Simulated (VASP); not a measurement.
Crystal: Zn2Ga2O3.

```
Zn Ga O
1.0
     4.43384    0.00000    0.00000
     0.00000    4.43384    0.00000
     0.00000    0.00000    5.14301
Zn Ga O
2 2 3
Direct
  0.50000 0.50000 0.29649
  0.50000 0.50000 0.70351
  0.00000 0.00000 0.75499
  0.00000 0.00000 0.24501
  0.50000 0.50000 0.00000
  0.00000 0.50000 0.50000
  0.50000 0.00000 0.50000
```

The cell was built by a generator and needn't be a form met in nature.

```yaml
Program: VASP 6.6.1
Task: relaxation of cell and atoms
Functional: PBE
Potentials_or_basis: VASP PAW PBE potentials, release 64 (Zn, Ga_d, O)
Cutoff: 520 eV
k_mesh: 3 × 3 × 3
Occupations: gaussian, width 0.15 eV
Spin: no spin polarisation
```

At the start: pressure 19.7 GPa; volume 14.44 Å³/atom.

Problem. Where does the relaxation end?

Solution. Over 18 steps the energy falls by 527.3 meV/atom and the volume is 13.96 Å³/atom (-3.4 %); space group P4/mmm (No. 123, to 0.05 Å).

The path:
```
step  energy change (eV)  largest force (eV/Å)  pressure (GPa)  volume (Å³)
   1              0.0000                9.1103           19.71       101.11
   2              6.1464               29.4857            5.72       125.24
   3             -1.3698               11.0479            1.60       108.53
   4             -1.5771                9.6997            2.59       107.30
   5             -1.7060                7.4439            4.68       105.42
   6             -2.5962                0.5858          -13.19       117.52
   7             -3.2540                0.6965           -7.68       112.24
   8             -3.2574                0.7603           -7.15       111.97
   9             -3.2577                0.8234           -6.83       111.71
  10             -3.5301                0.3228           -1.80       103.73
  11             -3.5457                0.6608            0.02       101.73
  12             -3.6626                0.2833            0.48        98.56
  13             -3.6709                0.3914            0.84        97.56
  14             -3.6875                0.1331           -0.22        98.03
  15             -3.6876                0.1376           -0.39        98.04
  16             -3.6895                0.0930            0.39        97.65
  17             -3.6895                0.1174            0.14        97.64
  18             -3.6911                0.0496           -0.14        97.69
```

Final structure:
```
Zn Ga O
1.0
     4.03242    0.00000    0.00000
     0.00000    4.03242    0.00000
     0.00000    0.00000    6.00796
Zn Ga O
2 2 3
Direct
  0.50000 0.50000 0.30258
  0.50000 0.50000 0.69742
  0.00000 0.00000 0.74902
  0.00000 0.00000 0.25098
  0.50000 0.50000 0.00000
  0.00000 0.50000 0.50000
  0.50000 0.00000 0.50000
```

Caveat: the k mesh is coarse (spacing up to 0.47 Å⁻¹), so the values aren't converged.
